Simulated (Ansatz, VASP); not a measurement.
## Two plane-wave programs on HfPdCl3

File POSCAR:

```
HfPdCl3
1.0
    4.7281268631      0.0000000000      0.0000000000
    0.0000000000      4.7281268631      0.0000000000
    0.0000000000      0.0000000000      4.7281268631
Hf Pd Cl
1 1 3
Direct
    0.0000000000      0.0000000000      0.0000000000
    0.5000000000      0.5000000000      0.5000000000
    0.0000000000      0.5000000000      0.5000000000
    0.5000000000      0.0000000000      0.5000000000
    0.5000000000      0.5000000000      0.0000000000
```

Contents of INCAR.step1:

```
SYSTEM = HfPdCl3
  PREC = Accurate
  ENCUT = 520
  ISMEAR = 0
  SIGMA = 0.1
  LREAL = .FALSE.
  LASPH = .TRUE.
  NELM = 100
  NBANDS = 28
  GGA = PE
  ALGO = Normal
  EDIFF = 1E-4
  LWAVE = .TRUE.
  LCHARG = .FALSE.
```

File INCAR.step2:

```
SYSTEM = HfPdCl3
  PREC = Accurate
  ENCUT = 520
  EDIFF = 1E-6
  ISMEAR = 0
  SIGMA = 0.1
  LREAL = .FALSE.
  LASPH = .TRUE.
  NELM = 100
  ALGO = Normal
  ISIF = 2
  LWAVE = .FALSE.
  LCHARG = .FALSE.
  METAGGA = R2SCAN
  LMIXTAU = .TRUE.
  NBANDS = 28
  ISTART = 1
```

File KPOINTS:

```
regular mesh
0
G
  4 4 4
  0 0 0
```

Input for Ansatz:

```yaml
crystal:
  lattice:
    - [4.7281268631, 0.0, 0.0]
    - [0.0, 4.7281268631, 0.0]
    - [0.0, 0.0, 4.7281268631]
  atoms:
    - { symbol: Hf, position: [0.0, 0.0, 0.0] }
    - { symbol: Pd, position: [0.5, 0.5, 0.5] }
    - { symbol: Cl, position: [0.0, 0.5, 0.5] }
    - { symbol: Cl, position: [0.5, 0.0, 0.5] }
    - { symbol: Cl, position: [0.5, 0.5, 0.0] }
basis:
  ecutwfc: 500
kpoints:
  mp_grid: { grid: [4, 4, 4] }
hamiltonian:
  xc: r2scan
scf:
  occupations: { method: gaussian, width: 0.1 }
  lower_state_search: "off"
output:
  forces: true
  stress: true
  eigenvalues: true
```

Alike in both runs: task single point; functional r2SCAN; k mesh 4 × 4 × 4; occupations gaussian, width 0.1 eV; no spin polarisation.

|  | VASP | Ansatz |
| --- | --- | --- |
| version | VASP 6.6.1 | Ansatz 0.2.0 |
| potentials or method | VASP PAW PBE potentials, release 64 (Hf_pv, Pd, Cl) | scalar-relativistic, plane waves, PAW |
| plane-wave cutoff (eV) | 520 | 500 |
| valence electrons in the cell | 41 | 65 |

|  | VASP | Ansatz | Ansatz less VASP |
| --- | --- | --- | --- |
| gap on the k mesh at the Fermi level (eV) | none | none | - |
| pressure (GPa) | 3.8 | 3.8 | 0.00 |

A gap of «none» marks a metal or a gap that the smearing closes. With one functional, cell and mesh, what is left measures potentials, basis and numerics. The two sets of potentials don't hold the same shells in valence.

Caveats: the PAW data sets were made with another functional, which shifts forces and pressure a little (VASP); an odd number of electrons without spin polarisation forces a metal; a magnetic or distorted state may lie lower. Spin-orbit coupling is left out, which matters for the levels of Hf.
